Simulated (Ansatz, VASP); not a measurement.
# Cross-check of Al (Al wire along [100], 9 atoms a period) between VASP and Ansatz, part 2 of 2

One calculation is typed for both programs; each brings its own data sets. How far apart do they land? Of the first pair: The structure shown is the start of the Ansatz relaxation below; VASP solves that cell, so the two are compared at the walk's first step.

VASP 6.6.1 and Ansatz 0.2.0.

So far. Step 4 (Differences): The forces differ by 0.6 meV/Å r.m.s., which is 0.3 % of the r.m.s. force of 0.216 eV/Å (both taken over all components).

**5. Ansatz: relaxation, PBE**

Level of this step: Ansatz beside VASP: Kohn-Sham DFT, plane waves, PBE (Ansatz).

This run makes the geometry at which the two programs are then compared. The cell compared in this pair holds 450.80 Å³, against 474.72 Å³ for the pair before.

The structure compared here is the end of the Ansatz relaxation.

input.yaml reads:

```yaml
crystal:
  lattice:
    - [10.84, 0.0, 0.0]
    - [0.0, 10.84, 0.0]
    - [0.0, 0.0, 4.04]
  atoms:
    - { symbol: Al, position: [0.313653137, 0.313653137, 0.0] }
    - { symbol: Al, position: [0.313653137, 0.686346863, 0.0] }
    - { symbol: Al, position: [0.5, 0.5, 0.0] }
    - { symbol: Al, position: [0.686346863, 0.313653137, 0.0] }
    - { symbol: Al, position: [0.686346863, 0.686346863, 0.0] }
    - { symbol: Al, position: [0.313653137, 0.5, 0.5] }
    - { symbol: Al, position: [0.5, 0.313653137, 0.5] }
    - { symbol: Al, position: [0.5, 0.686346863, 0.5] }
    - { symbol: Al, position: [0.686346863, 0.5, 0.5] }
kpoints:
  mp_grid: { grid: [1, 1, 20] }
scf:
  occupations: { method: fermi_dirac, width: 0.05 }
hamiltonian:
  xc: pbe
  pseudopotentials: { kind: paw, azcp: { folder: soft_1 } }
relax:
  cell: { fix: [a, b, alpha, beta, gamma] }
  max_steps: 45
  f_tol: 0.03
```

Started as:

```console
$ ansatz run input.yaml --threads 4 --pin off --max-ram 16384MiB --backend cpu --events-out ev --progress --plain --runs-dir out
```

Numbers of over 12 decimals in the logs are rounded to 6 here.

The log of the run:

```text
[...]
Crystal: 9 atoms, lattice volume = 474.723 Å³
Basis set: ecut = 420 eV, 9341 PW (Γ), exchange–correlation on 150×150×60 points (8 copies of the dense FFT grid, shifted against one another)
Bands: 23, of which v1, the nominal top of the filled ones, is band 14 counted from 1 (13 counted from 0)
Symmetry: 16 space group operations
[...]
k-points: 11 of 20
[...]
atoms:
    - { symbol: Al, position: [0.320928, 0.320928, 0.0] }
    - { symbol: Al, position: [0.320928, 0.679072, 0.0] }
    - { symbol: Al, position: [0.5, 0.5, 0.0] }
    - { symbol: Al, position: [0.679072, 0.320928, 0.0] }
    - { symbol: Al, position: [0.679072, 0.679072, 0.0] }
    - { symbol: Al, position: [0.307200, 0.5, 0.5] }
    - { symbol: Al, position: [0.5, 0.307200, 0.5] }
    - { symbol: Al, position: [0.5, 0.692800, 0.5] }
    - { symbol: Al, position: [0.692800, 0.5, 0.5] }
[key lines of the parts left out:]
SCF converged after 5 iterations
Free energy (F): -4831.786834 eV
Fermi energy:    -0.052763 eV
P = ⅓ Tr σ = 0.0589 GPa (0.589 kbar)
```

**6. VASP: single point, PBE, relaxed cell, pair 2**

The same cell, functional, mesh and smearing now go to VASP, with its own data sets.

INCAR reads:

```
SYSTEM = Al
PREC = Accurate
ENCUT = 500
EDIFF = 1E-06
NELM = 120
ISMEAR = -1
SIGMA = 0.05
LREAL = .FALSE.
ALGO = Normal
GGA = PE
NBANDS = 22
LORBIT = 11
LWAVE = .FALSE.
LCHARG = .FALSE.
ISIF = 2
LASPH = .TRUE.
GGA_COMPAT = .FALSE.
KPAR = 2
```

POSCAR reads:

```
Al
1.0
   10.8400000000      0.0000000000      0.0000000000
    0.0000000000     10.8400000000      0.0000000000
    0.0000000000      0.0000000000      3.8363782843
Al
9
Direct
    0.3209279818      0.3209279818      0.0000000000
    0.3209279818      0.6790720182      0.0000000000
    0.5000000000      0.5000000000      0.0000000000
    0.6790720182      0.3209279818      0.0000000000
    0.6790720182      0.6790720182      0.0000000000
    0.3071996648      0.5000000000      0.5000000000
    0.5000000000      0.3071996648      0.5000000000
    0.5000000000      0.6928003352      0.5000000000
    0.6928003352      0.5000000000      0.5000000000
```

KPOINTS reads:

```
Automatic mesh
0
Gamma
1 1 20
0 0 0
```

PAW data sets: Al (PBE family, release 64).

Started as:

```console
$ mpirun -np 2 vasp_std
```

The log of the run:

```text
[... set-up lines as in an earlier step ...]
 entering main loop
       N       E                     dE             d eps       ncg     rms          rms(c)
DAV:   1     0.726505530440E+02    0.72651E+02   -0.75488E+03   484   0.809E+02
DAV:   2    -0.251456086364E+02   -0.97796E+02   -0.94103E+02   678   0.123E+02
DAV:   3    -0.304031897984E+02   -0.52576E+01   -0.51436E+01   626   0.296E+01
DAV:   4    -0.306189420591E+02   -0.21575E+00   -0.21549E+00   778   0.740E+00
[...]
DAV:  16    -0.279755207263E+02    0.38015E-05   -0.79825E-06   576   0.121E-02    0.165E-03
DAV:  17    -0.279755220836E+02   -0.13573E-05   -0.99723E-07   400   0.456E-03    0.885E-04
DAV:  18    -0.279755221783E+02   -0.94712E-07   -0.24172E-07   448   0.254E-03
   1 F= -.27975522E+02 E0= -.27964804E+02  d E =-.214371E-01
```

From OUTCAR (step 6):

```text
  Total        0.2290651      0.2290651     -0.0134710      0.0000000      0.0000000     -0.0000000
  in kB        0.8141222      0.8141222     -0.0478772      0.0000000      0.0000000     -0.0000000
  external PRESSURE =       0.5267890 kB  Pullay stress =       0.0000000 kB

 POSITION                                       TOTAL-FORCE (eV/Angst)
 -----------------------------------------------------------------------------------
      3.47886      3.47886      0.00000         0.005577      0.005577      0.000000
      3.47886      7.36114      0.00000         0.005577     -0.005577     -0.000000
      5.42000      5.42000      0.00000         0.000000      0.000000      0.000000
      7.36114      3.47886      0.00000        -0.005577      0.005577      0.000000
      7.36114      7.36114      0.00000        -0.005577     -0.005577      0.000000
      3.33004      5.42000      1.91819         0.009515     -0.000000     -0.000000
      5.42000      3.33004      1.91819         0.000000      0.009515     -0.000000
      5.42000      7.50996      1.91819         0.000000     -0.009515     -0.000000
      7.50996      5.42000      1.91819        -0.009515     -0.000000      0.000000
 -----------------------------------------------------------------------------------
    total drift:                               -0.000000      0.000000      0.000000

  FREE ENERGIE OF THE ION-ELECTRON SYSTEM (eV)
  ---------------------------------------------------
  free  energy   TOTEN  =       -27.9755221783 eV

  energy  without entropy=      -27.9540851247  energy(sigma->0) =      -27.96480365

[... 1 part as in an earlier step ...]

[... 2 further parts left out ...]
[key lines of the parts left out:]
E-fermi :  -0.0315
```

**7. Side by side**

What differs besides the data sets and the points named for the pairs above, as far as they apply: the cutoff is 420 eV in Ansatz and 500 eV in VASP; Ansatz's pressure holds a Pulay correction, VASP's none. Total energies have different zeros and are not compared.

Compared:

```
      quantity  Ansatz  VASP  difference
pressure (GPa)    0.06  0.05       +0.01
```

At this near-relaxed geometry the largest component of a force difference is 2 meV/Å.

**8. Summary of results**

| Property | Result |
| --- | --- |
| r.m.s. force difference (single point, PBE, start cell, pair 1) | 0.30 % of the r.m.s. force |
| difference in pressure (single point, PBE, relaxed cell, pair 2) | 0.0062 GPa |

The r.m.s. force difference is 0.30 % of the r.m.s. force (single point, PBE, start cell, pair 1), within the 3 % picked in this series as the mark of a large difference. Such differences can come from data sets, numerical settings and the points named under the comparisons, not from the functional's error against experiment.

[Lines on the potential files, build, host, timing and source positions are cut from VASP's logs without a mark.]

[Logs are printed without paths, hosts, clocks, repeated set-up lines and the standing remarks that a program may print on its own settings, such as how far it seeks lower states.]

[Hosts, paths, dates, database ids (printed as entryN), source tags and the programs' standing remarks are cut or masked in the printed files.]
